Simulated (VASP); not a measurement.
Here is the system:

```
PbO
1.0
    4.04820     0.00000     0.00000
    0.00000     4.04820     0.00000
    0.00000     0.00000     5.04667
Pb O
2 2
Cartesian
  2.02410   0.00000   3.85546
  0.00000   2.02410   1.19122
  2.02410   2.02410   0.00000
  0.00000   0.00000   0.00000
```

Computed with optB88-vdW, VASP's PBE PAW potentials (set 64) (plane waves; VASP). Numerical set-up: 520 eV cut-off, Gaussian smearing of 0.050 eV, potentials Pb_d O.

Unless said otherwise, spin-orbit coupling is left out, though it shifts the bands of the heavy elements here.

Problem. Give the energies of bands 13 to 23 at the high-symmetry points, in eV from the valence-band maximum.

Solution. 
| band | Γ | X | M | Z | R | A |
|---|---|---|---|---|---|---|
| 13 | -6.94 | -7.05 | -7.95 | -8.32 | -7.13 | -7.87 |
| 14 | -6.56 | -7.05 | -7.95 | -4.47 | -7.13 | -7.87 |
| 15 | -3.90 | -2.85 | -3.05 | -3.74 | -3.33 | -3.49 |
| 16 | -3.90 | -2.85 | -3.05 | -3.74 | -3.33 | -3.49 |
| 17 | -1.45 | -2.70 | -1.53 | -1.49 | -2.66 | -2.10 |
| 18 | -1.43 | -2.70 | -1.53 | -1.46 | -2.66 | -2.10 |
| 19 | -1.43 | -1.43 | -0.83 | -1.46 | -0.83 | -0.83 |
| 20 | -0.01 | -1.43 | -0.83 | -0.70 | -0.83 | -0.83 |
| 21 | 2.36 | 3.40 | 1.37 | 1.93 | 3.12 | 3.58 |
| 22 | 5.45 | 3.40 | 1.37 | 4.01 | 3.12 | 3.58 |
| 23 | 5.55 | 6.44 | 5.34 | 4.01 | 6.18 | 4.74 |

The gap is indirect, 1.37 eV, from the valence maximum at Γ-X at 0.22 to the conduction minimum at M.

The compound is PbO in the litharge structure. It was relaxed first.
